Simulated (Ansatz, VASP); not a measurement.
## Cross-check of Sn between VASP and Ansatz

One calculation is typed for both programs; each brings its own data sets. How far apart do they land? The cell is taken from a series of runs on this material, whose earlier steps may have relaxed, scaled, displaced or heated it; both programs get it as it stands.

Program: Ansatz 0.2.0. Level of theory: plane waves, with VASP 6.6.1 beside it; zone-centre phonons at PBEsol. Results are calculated unless marked as measured.

## Step 1: The starting structure

It takes space group Fd-3m (No. 227, cubic). The conventional cell has a = 6.407 Å, b = 6.407 Å, c = 6.407 Å, α = 90.00°, β = 90.00°, γ = 90.00°. Nearest to Sn lie 4 Sn at 2.77 Å.

## Step 2: Ansatz: zone-centre phonons, PBEsol, pair 1

Ansatz runs on its PAW soft_1 files.

Second derivatives magnify differences that forces hide, and they need a tight electronic threshold.

File input.yaml:

```yaml
crystal:
  lattice:
    - [0.0, 3.2035280125, 3.2035280125]
    - [3.2035280125, 0.0, 3.2035280125]
    - [3.2035280125, 3.2035280125, 0.0]
  atoms:
    - { symbol: Sn, position: [0.5, 0.5, 0.5] }
    - { symbol: Sn, position: [0.75, 0.75, 0.75] }
kpoints:
  mp_grid: { grid: [12, 12, 12] }
hamiltonian:
  xc: pbesol
  pseudopotentials: { kind: paw, azcp: { folder: soft_1 }, xc_functional: pbe }
scf:
  occupations: { method: methfessel_paxton, width: 0.2 }
output:
  eigenvalues: true
phonons:
  method: dfpt
```

Command:

```console
ansatz run input.yaml --threads 4 --pin off --max-ram 10240MiB --backend cpu --events-out ev --progress --plain --runs-dir out
```

Numbers of over 12 decimals in the logs are rounded to 6 here.

Log:

```text
zone centre: on kpoints.mp_grid the ground state, and the responses unless they are solved on pairs of k-points, stand on 163 of the mesh's 1728 k-points, reduced under 8 symmetry operations, with k and −k counted as one. Each operation leaves every solved displacement unchanged or reverses it
Engine: ansatz 0.2.0, x86_64-unknown-linux-gnu
Pseudopotentials: kind: paw
Pseudopotential: Sn, paw, valence charge 14, recommended cutoff 420 eV (normal), soft_1/Sn.paw.azcp
Functional definition: PBEsol
  exchange = pbesol_x
  correlation = pbesol_c
Crystal: 2 atoms, lattice volume = 65.753 Å³
Basis set: ecut = 420 eV, 1243 PW (Γ), exchange–correlation on 64×64×64 points (8 copies of the dense FFT grid, shifted against one another)
Bands: 18, of which v1, the nominal top of the filled ones, is band 14 counted from 1 (13 counted from 0)
Symmetry: 48 space group operations
k-points: 163 of 1728 (irreducible under 8 space group operations, time reversal used)
Non-local potential: Sn, projectors of the file, l = 0: 2, l = 1: 2, l = 2: 2, l = 3: 1
PAW form: soft (Blöchl's): semilocal exchange-correlation on the pseudo side does not see the compensation charge
PAW frozen core: Sn, regenerated for the run's functional, and the local potential with it (the file was generated under x = pbe(κ = 0.804, μ = 0.219515), c = pbe(β = 0.066725))
PAW one-centre angular grid: Sn, 590 points (default); XC on 64 Gauss nodes
Initial density: superposition of atomic densities (chi_scale 0.1, normalization cell)
Initial wavefunctions: pseudopotential atomic-orbital guess
Functional: x = pbesol(κ = 0.804, μ = 0.123457), c = pbesol(β = 0.046)
SCF iter   1: F=—  HF=-11899.685282 eV  |F-HF|=—  |Δ(HF+E_count)|=         —  Δρ=2.31e-2  dr2=3.62e-1  ethr=3.10e-3  ⟨swp⟩=5.6  Hψ=15993  notcnv=0
preconditioner: auto → none  [insulator: Δε(μ)=0.145 eV  Ē_g=20.103 eV  σ=0.200 eV  W_gap=0.53  n_scr=14 (ndim 8)  ℏωp=24.2 eV  f_vac=0.001  D(μ)=0.13/eV (n_scr^D=0)  ε∞_Penn≈2.5]
SCF iter   2: F=—  HF=-11899.616878 eV  |F-HF|=—  |Δ(HF+E_count)|=   6.84e-2  S|Δr|=    0.00e0  Δρ=1.03e-2  dr2=6.56e-2  ethr=1.29e-3  ⟨swp⟩=1.1  Hψ=4274  notcnv=0
SCF iter   3: F=—  HF=-11899.609433 eV  |F-HF|=—  |Δ(HF+E_count)|=   7.45e-3  S|Δr|=    0.00e0  Δρ=9.47e-4  dr2=4.25e-4  ethr=2.34e-4  ⟨swp⟩=2.3  Hψ=3516  notcnv=0
SCF iter   4: F=—  HF=-11899.609569 eV  |F-HF|=—  |Δ(HF+E_count)|=   1.36e-4  S|Δr|=    0.00e0  Δρ=4.04e-4  dr2=4.48e-5  ethr=1.52e-6  ⟨swp⟩=2.0  Hψ=5221  notcnv=0
SCF iter   5: F=—  HF=-11899.609574 eV  |F-HF|=—  |Δ(HF+E_count)|=   4.97e-6  S|Δr|=    0.00e0  Δρ=6.52e-5  dr2=1.35e-6  ethr=1.60e-7  ⟨swp⟩=2.0  Hψ=5211  notcnv=0
SCF iter   6: F=—  HF=-11899.609576 eV  |F-HF|=—  |Δ(HF+E_count)|=   2.38e-6  S|Δr|=    0.00e0  Δρ=7.13e-6  dr2=2.38e-8  ethr=4.83e-9  ⟨swp⟩=2.0  Hψ=3414  notcnv=0
SCF iter   7: F=—  HF=-11899.609576 eV  |F-HF|=—  |Δ(HF+E_count)|=   2.55e-8  S|Δr|=    0.00e0  Δρ=1.04e-6  dr2=2.62e-10  ethr=8.49e-11  ⟨swp⟩=2.0  Hψ=3594  notcnv=0
SCF iter   8: F=-11899.609576 eV  HF=-11899.609576 eV  |F-HF|=3.64e-12  |Δ(HF+E_count)|=  1.46e-11  S|Δr|=    0.00e0  Δρ=9.62e-8  dr2=3.25e-12  ethr=1.00e-12  ⟨swp⟩=8.6  Hψ=17072  notcnv=0
SCF 1 converged in 8 iterations: F = -11899.609576 eV  dr2 = 3.25e-12
  greatest PAW one-centre occupation: 0.991 electrons in one spin orbital (limit 2), on the Sn atom at site 1 (counted from 0), in its partial waves of l = 2
DFPT response loops at Γ: preconditioner auto → Kerker (q_TF=auto, 2.366 Å⁻¹) (partly filled bands, converged f_vac=0.073); β = 1.00, the filter's whole step (`scf.mixing.beta` (0.50) is not read by the response loops under this deck's `scf.mixing.preconditioner`; to damp them name `kerker` or `kerker_dos`, under which they read `scf.mixing.beta`, and type it under 1.00, their step now; both keys bind the ground state too); Broyden in place of MSR1
SCF converged after 8 iterations
Stability not checked: this state was not tested for a lower state beside it, because cold or Methfessel-Paxton smearing, or corrected tetrahedra, fill the levels in a way that the test cannot read (fill_not_monotonic; see scf.lower_state_search)
Free energy (F): -11899.609576 eV
Harris-Foulkes:  -11899.609576 eV  (|F-HF|=3.64e-12)
Internal energy: -11899.609137 eV  (E = F + TS)
E sigma→0 (E₀):  -11899.609466 eV
Entropy (-TS):   -0.000439 eV (-0.220 meV/atom)
Fermi energy:    8.253721 eV
--- Per-component energies (eV) ---
  E_band       = -237.938324
  E_kinetic    = 338.506158
  E_local      = -2574.337232  (includes V_loc(G=0)·N_el)
  E_nonlocal   = 294.106846
  E_hartree    = 1257.060944
  E_xc         = -249.709858
  E_vxc        = -161.312768  (∫ρ·V_xc dr)
  E_paw        = -8592.902935  (= ΣΔE_a)
  E_vpaw       = -649.023716  (= ΣTr[D̂ρ^β])
  E_aug_tail   = 0.000577  (compensation charges beyond the density's cutoff)
  E_ewald      = -2372.903317
  E_core_change = 0.569679  (= ΣΔE_core)
  E_smearing   = -0.000439  (= −TS)
  E_closure    = 0.000000  (closes the sum)
  Σ components = -11899.609576   (vs F -11899.609576, Δ=0.00e0)
--- Band table (eV; the first three rows and the last of 163) ---
  k-point 0: bands = [... 10 lower, -2.6663, 7.8028, 8.3168, 8.3168, 8.3168, 10.3813, 10.3813, 10.3813]
  k-point 1: bands = [... 10 lower, -2.5960, 6.7664, 8.1652, 8.1652, 8.8433, 10.5733, 10.5733, 10.7019]
  k-point 2: bands = [... 10 lower, -2.3881, 5.4247, 7.8454, 7.8454, 8.8435, 10.9736, 10.9736, 11.6531]
  k-point 162: bands = [... 10 lower, 0.6298, 0.6298, 5.0030, 5.0030, 11.7355, 11.7355, 12.2202, 12.2202]
--- Phonons (Γ-DFPT): 1 representative perturbation + reference, on 163 of 1728 k-points (Σ response iterations 3) ---
  k mesh reduced under 8 symmetry operations, with k and −k counted as one. Each operation leaves every solved displacement unchanged or reverses it
  ASR residual: 5.411e-5 → 0.000e0 eV/Å²; symmetrization residual: 1.208e-12 eV/Å²
  ASR residual per site (eV/Å²): 5.41e-5 5.41e-5
  Γ frequencies (cm⁻¹): 0.00 0.00 0.00 195.65 195.65 195.65
  non-analytic LO–TO correction: not included (Born effective charges unavailable; polar crystals: no LO–TO splitting at Γ)
```

## Step 3: VASP: zone-centre phonons, PBEsol, pair 1

The same cell, functional, mesh and smearing now go to VASP, with its own data sets.

Lines of VASP's logs that name or quote its potential files are left out, and so is its time.

File INCAR:

```
SYSTEM = Sn
PREC = Accurate
ENCUT = 500
EDIFF = 1E-08
NELM = 120
ISMEAR = 1
SIGMA = 0.2
LREAL = .FALSE.
ALGO = Normal
GGA = PS
NBANDS = 20
LORBIT = 11
LWAVE = .FALSE.
LCHARG = .FALSE.
ISIF = 2
IBRION = 8
LASPH = .TRUE.
GGA_COMPAT = .FALSE.
KPAR = 2
```

File POSCAR:

```
Sn
1.0
    0.0000000000      3.2035280125      3.2035280125
    3.2035280125      0.0000000000      3.2035280125
    3.2035280125      3.2035280125      0.0000000000
Sn
2
Direct
    0.5000000000      0.5000000000      0.5000000000
    0.7500000000      0.7500000000      0.7500000000
```

File KPOINTS:

```
Automatic mesh
0
Gamma
12 12 12
0 0 0
```

The projector-augmented-wave data sets are Sn_d (PBE family, release 64).

Command:

```console
mpirun -np 2 vasp_std
```

Log:

```text
[banner, memory and clock lines left out]
running    2 mpi-ranks, on    1 nodes
 distrk:  each k-point on    1 cores,    2 groups
 distr:  one band on    1 cores,    1 groups

 POSCAR found type information on POSCAR Sn
 POSCAR found :  1 types and       2 ions
|                                                                             |
|               ----> ADVICE to this user running VASP <----                  |
|                                                                             |
|     You enforced a specific xc type in the INCAR file but a different       |
|     [... a line on the potential file left out ...]
|     I HOPE YOU KNOW WHAT YOU ARE DOING!                                     |
|                                                                             |

 LDA part: xc-table for (Slater+PW92), standard interpolation
 POSCAR, INCAR and KPOINTS ok, starting setup
 FFT: planning ... GRIDC
 FFT: planning ... GRID_SOFT
 FFT: planning ... GRID
 WAVECAR not read
 entering main loop
       N       E                     dE             d eps       ncg     rms          rms(c)
DAV:   1     0.221817547153E+03    0.22182E+03   -0.14862E+04  2892   0.201E+03
DAV:   2     0.142866537037E+02   -0.20753E+03   -0.20369E+03  2896   0.442E+02
DAV:   3    -0.783398249798E+01   -0.22121E+02   -0.21992E+02  3304   0.141E+02
DAV:   4    -0.852234800365E+01   -0.68837E+00   -0.68806E+00  3276   0.281E+01
DAV:   5    -0.854610905131E+01   -0.23761E-01   -0.23760E-01  3916   0.509E+00    0.349E+00
DAV:   6    -0.846622059387E+01    0.79888E-01   -0.47178E-02  3892   0.282E+00    0.197E+00
DAV:   7    -0.842786557800E+01    0.38355E-01   -0.59457E-02  3312   0.272E+00    0.169E-01
DAV:   8    -0.842888868157E+01   -0.10231E-02   -0.73689E-03  3172   0.103E+00    0.562E-02
DAV:   9    -0.842913477386E+01   -0.24609E-03   -0.34879E-04  3464   0.143E-01    0.103E-02
DAV:  10    -0.842914300733E+01   -0.82335E-05   -0.19047E-05  3600   0.404E-02    0.521E-03
DAV:  11    -0.842914434941E+01   -0.13421E-05   -0.27017E-06  3216   0.113E-02    0.534E-04
DAV:  12    -0.842914422905E+01    0.12036E-06   -0.16598E-07  3772   0.484E-03    0.346E-04
DAV:  13    -0.842914420113E+01    0.27923E-07   -0.99289E-09  2520   0.760E-04    0.749E-05
DAV:  14    -0.842914421694E+01   -0.15811E-07   -0.98240E-10  1836   0.347E-04    0.117E-05
DAV:  15    -0.842914421702E+01   -0.75033E-10   -0.34784E-10  1664   0.237E-04
   1 F= -.84291442E+01 E0= -.84290005E+01  d E =-.431026E-03
 Linear response reoptimize wavefunctions to high precision
DAV:   1    -0.842914421867E+01   -0.16507E-08   -0.20226E-10  1796   0.186E-04
DAV:   2    -0.842914421871E+01   -0.38199E-10   -0.95858E-11  1632   0.106E-04
 Linear response DOF=           1
 Linear response progress:
  Degree of freedom:   1/  1
       N       E                     dE             d eps       ncg     rms          rms(c)
RMM:   1    -0.213858827242E+00   -0.21386E+00    0.59449E-01 14027   0.102E+01
RMM:   2    -0.220505434553E+00   -0.66466E-02   -0.20119E-02 19602   0.119E+00    0.741E-02
RMM:   3    -0.220700724158E+00   -0.19529E-03   -0.16738E-03 20612   0.330E-01    0.350E-02
RMM:   4    -0.220631352470E+00    0.69372E-04   -0.11447E-04 20571   0.999E-02    0.115E-02
RMM:   5    -0.220633563081E+00   -0.22106E-05   -0.18094E-05 20969   0.337E-02    0.380E-03
RMM:   6    -0.220632614247E+00    0.94883E-06   -0.19892E-06 20521   0.980E-03    0.191E-03
RMM:   7    -0.220628714419E+00    0.38998E-05   -0.93566E-07 20631   0.357E-03    0.276E-04
RMM:   8    -0.220626456509E+00    0.22579E-05   -0.70575E-08 21431   0.126E-03    0.248E-04
RMM:   9    -0.220623684656E+00    0.27719E-05    0.19050E-07 20934   0.542E-04    0.601E-05
RMM:  10    -0.220624287413E+00   -0.60276E-06   -0.34672E-08 21925   0.232E-04    0.373E-05
RMM:  11    -0.220624246465E+00    0.40948E-07    0.43553E-08 21519   0.124E-04    0.621E-06
RMM:  12    -0.220624214100E+00    0.32365E-07    0.61276E-08 22884   0.723E-05    0.672E-06
RMM:  13    -0.220624197533E+00    0.16567E-07    0.55429E-08 22215   0.496E-05    0.325E-06
RMM:  14    -0.220624184601E+00    0.12932E-07    0.23796E-08 21629   0.387E-05    0.196E-06
RMM:  15    -0.220624165499E+00    0.19102E-07    0.13862E-08 20494   0.339E-05    0.333E-07
RMM:  16    -0.220624163692E+00    0.18074E-08    0.90297E-09 14614   0.307E-05    0.311E-07
 first order change of Fermi-energy   0.78883E-04
 force on displaced ion       1 direction 1 :  -8.388  -0.000  -0.000
 Linear response finished
```

OUTCAR, selected parts (step 3):

```text
ion  position               nearest neighbor table
   1  0.500  0.500  0.500-   2 2.77   2 2.77   2 2.77   2 2.77
   2  0.750  0.750  0.750-   1 2.77   1 2.77   1 2.77   1 2.77

  LATTYP: Found a face centered cubic cell.
 ALAT       =     6.4070560250

 Subroutine GETGRP returns: Found 48 space group operations
 (whereof 24 operations were pure point group operations)

The static configuration has the point symmetry T_d .
 The point group associated with its full space group is O_h .

 Found     72 irreducible k-points:

   k-points           NKPTS =     72   k-points in BZ     NKDIM =     72   number of bands    NBANDS=     20

   dimension x,y,z NGX =    36 NGY =   36 NGZ =   36
   dimension x,y,z NGXF=    72 NGYF=   72 NGZF=   72

   ENCUT  =  500.0 eV  36.75 Ry    6.06 a.u.   8.26  8.26  8.26*2*pi/ulx,y,z

   NELECT =      28.0000    total number of electrons

 k-points in reciprocal lattice and weights: Automatic mesh
   0.00000000  0.00000000  0.00000000       0.001
   0.08333333  0.00000000  0.00000000       0.005
   0.16666667  0.00000000  0.00000000       0.005
   0.25000000  0.00000000  0.00000000       0.005
   0.33333333  0.00000000  0.00000000       0.005
   0.41666667  0.00000000  0.00000000       0.005
   0.50000000  0.00000000  0.00000000       0.002
   0.08333333  0.08333333  0.00000000       0.003
   0.16666667  0.08333333  0.00000000       0.014
[...]
-0.33333333  0.50000000  0.16666667       0.007
  -0.25000000  0.50000000  0.25000000       0.003

 average (electrostatic) potential at core
       1-100.9532       2-100.9532

  Total        1.1926865      1.1926865      1.1926865     -0.0000000      0.0000000      0.0000000
  in kB       29.0617202     29.0617202     29.0617202     -0.0000000      0.0000000      0.0000000
  external PRESSURE =      29.0617202 kB  Pullay stress =       0.0000000 kB

  energy-cutoff  :      500.00
  volume of cell :       65.75
      direct lattice vectors                 reciprocal lattice vectors
     0.000000000  3.203528013  3.203528013    -0.156077923  0.156077923  0.156077923
     3.203528013  0.000000000  3.203528013     0.156077923 -0.156077923  0.156077923
     3.203528013  3.203528013  0.000000000     0.156077923  0.156077923 -0.156077923

 POSITION                                       TOTAL-FORCE (eV/Angst)
 -----------------------------------------------------------------------------------
      3.20353      3.20353      3.20353         0.000000      0.000000      0.000000
      4.80529      4.80529      4.80529        -0.000000     -0.000000     -0.000000
 -----------------------------------------------------------------------------------
    total drift:                                0.000000      0.000000      0.000000

 Eigenvectors and eigenvalues of the dynamical matrix
 ----------------------------------------------------

   1 f  =    5.877068 THz    36.926709 2PiTHz  196.037896 cm-1    24.305590 meV
             X         Y         Z           dx          dy          dz
      3.203528  3.203528  3.203528     0.000000   -0.707107    0.000000
      4.805292  4.805292  4.805292     0.000000    0.707107    0.000000

   2 f  =    5.877068 THz    36.926709 2PiTHz  196.037896 cm-1    24.305590 meV
             X         Y         Z           dx          dy          dz
      3.203528  3.203528  3.203528    -0.707107    0.000000    0.000000
      4.805292  4.805292  4.805292     0.707107    0.000000    0.000000

   3 f  =    5.877068 THz    36.926709 2PiTHz  196.037896 cm-1    24.305590 meV
             X         Y         Z           dx          dy          dz
      3.203528  3.203528  3.203528     0.000000    0.000000   -0.707107
      4.805292  4.805292  4.805292     0.000000    0.000000    0.707107

   4 f  =    0.000000 THz     0.000000 2PiTHz    0.000000 cm-1     0.000000 meV
             X         Y         Z           dx          dy          dz
      3.203528  3.203528  3.203528     0.707107    0.000000    0.000000
      4.805292  4.805292  4.805292     0.707107    0.000000    0.000000

   5 f  =    0.000000 THz     0.000000 2PiTHz    0.000000 cm-1     0.000000 meV
             X         Y         Z           dx          dy          dz
      3.203528  3.203528  3.203528     0.000000    0.707107    0.000000
      4.805292  4.805292  4.805292     0.000000    0.707107    0.000000

   6 f  =    0.000000 THz     0.000000 2PiTHz    0.000000 cm-1     0.000000 meV
             X         Y         Z           dx          dy          dz
      3.203528  3.203528  3.203528     0.000000    0.000000    0.707107
      4.805292  4.805292  4.805292     0.000000    0.000000    0.707107

 ELASTIC MODULI CONTR FROM IONIC RELAXATION (kBar)
 Direction    XX          YY          ZZ          XY          YZ          ZX
 --------------------------------------------------------------------------------
 XX          -0.0000     -0.0000      0.0000      0.0000     -0.0000      0.0000
 YY          -0.0000     -0.0000     -0.0000      0.0000      0.0000      0.0000
 ZZ           0.0000     -0.0000     -0.0000     -0.0000      0.0000      0.0000
 XY           0.0000      0.0000     -0.0000   -299.6118      0.0000      0.0000
 YZ          -0.0000      0.0000      0.0000      0.0000   -299.6118      0.0000
 ZX           0.0000      0.0000      0.0000      0.0000      0.0000   -299.6118
 --------------------------------------------------------------------------------
```

## Step 4: Side by side

Known differences besides the potentials themselves: the cutoff is 420 eV in Ansatz and 500 eV in VASP; Ansatz makes its cores anew for this functional, VASP keeps those of its PBE data sets. Total energies have different zeros and are not compared.

The two programs side by side:

| quantity | Ansatz | VASP | difference |
| --- | --- | --- | --- |
| optical mode 1 to 3 (cm⁻¹) | 195.7 | 196.0 | -0.20 % |

Modes are paired by rising frequency, not by their patterns, so a pair may set unlike modes beside each other; they are those without the splitting of longitudinal modes.

(Continued in part 2 of 2.)

[Lines on the potential files, build, host, timing and source positions are cut from VASP's logs without a mark.]

[Logs are printed without paths, hosts, clocks, repeated set-up lines and the standing remarks that a program may print on its own settings, such as how far it seeks lower states.]

[Hosts, paths, dates, database ids (printed as entryN), source tags and the programs' standing remarks are cut or masked in the printed files.]
